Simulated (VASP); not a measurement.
Calculation: PBE GGA, VASP's PBE PAW potentials (set 64) (plane waves; VASP).

VASP input:

File POSCAR:
```
In
1
   -1.5429354415     1.5429354415     2.4145035952
    1.5429354415    -1.5429354415     2.4145035952
    1.5429354415     1.5429354415    -2.4145035952
In
1
Direct
  1.0000000000   0.0000000000   0.0000000000
```

### KPOINTS
```
Automatic mesh
0
Gamma
  16 16 16
```

INCAR:
```
SYSTEM = In
PREC = Accurate
ENCUT = 500
EDIFF = 1E-6
NELM = 100
ALGO = Normal
LREAL = .FALSE.
LASPH = .TRUE.
ISMEAR = 1
SIGMA = 0.1
GGA = PE
LMAXMIX = 4
LWAVE = .FALSE.
LCHARG = .FALSE.
IBRION = 2
ISIF = 3
NSW = 40
EDIFFG = -0.02
PSTRESS = 100
```

POTCAR, in this order: In_d (PBE.64 set). Program: vasp_std.

Output

File OSZICAR:
```
       N       E                     dE             d eps       ncg     rms          rms(c)
DAV:   1     0.694442383744E+02    0.69444E+02   -0.64649E+03  7012   0.168E+03
DAV:   2    -0.661188170261E-02   -0.69451E+02   -0.68548E+02  7070   0.288E+02
DAV:   3    -0.242980833484E+01   -0.24232E+01   -0.24138E+01  8106   0.628E+01
DAV:   4    -0.248138286546E+01   -0.51575E-01   -0.51560E-01  8662   0.909E+00
DAV:   5    -0.248371284113E+01   -0.23300E-02   -0.23299E-02  8732   0.160E+00    0.306E+00
DAV:   6    -0.245137966275E+01    0.32333E-01   -0.56916E-02  8092   0.566E+00    0.151E+00
DAV:   7    -0.244421705935E+01    0.71626E-02   -0.17864E-02  8632   0.298E+00    0.320E-01
DAV:   8    -0.244366889845E+01    0.54816E-03   -0.10361E-03  8274   0.646E-01    0.406E-02
DAV:   9    -0.244367218950E+01   -0.32911E-05   -0.16529E-05  9716   0.611E-02    0.183E-02
DAV:  10    -0.244367307403E+01   -0.88453E-06   -0.19998E-06  6554   0.236E-02
   1 F= -.10086041E+01 E0= -.10086636E+01  d E =-.100860E+01
```

File OUTCAR:
```
------------------------ aborting loop because EDIFF is reached ----------------------------------------
  FORCE on cell =-STRESS in cart. coord.  units (eV):
  Direction    XX          YY          ZZ          XY          YZ          ZX
  --------------------------------------------------------------------------------------
  Total        1.4383708      1.4383708      1.4248374      0.0000000      0.0000000      0.0000000
  in kB      100.2300818    100.2300818     99.2870321      0.0000000      0.0000000      0.0000000
  external PRESSURE =      -0.0842681 kB  Pullay stress =     100.0000000 kB
  volume of cell :       22.99
      direct lattice vectors                 reciprocal lattice vectors
    -1.542935442  1.542935442  2.414503595     0.000000000  0.324057628  0.207081903
     1.542935442 -1.542935442  2.414503595     0.324057628  0.000000000  0.207081903
     1.542935442  1.542935442 -2.414503595     0.324057628  0.324057628  0.000000000
 POSITION                                       TOTAL-FORCE (eV/Angst)
 -----------------------------------------------------------------------------------
      0.00000      0.00000      0.00000         0.000000      0.000000      0.000000
 -----------------------------------------------------------------------------------
    total drift:                                0.000000      0.000000     -0.000000
  FREE ENERGIE OF THE ION-ELECTRON SYSTEM (eV)
  ---------------------------------------------------
  free  energy   TOTEN  =        -2.4436730740 eV

  energy  without entropy=       -2.4438517162  energy(sigma->0) =       -2.44373262
  enthalpy is  TOTEN    =        -1.0086040996 eV   P V=        1.4350689744

 reached required accuracy - stopping structural energy minimisation
```
(Selected blocks of OUTCAR.)

The compound is In in the bct structure. It was relaxed first under an external pressure of 10 GPa.
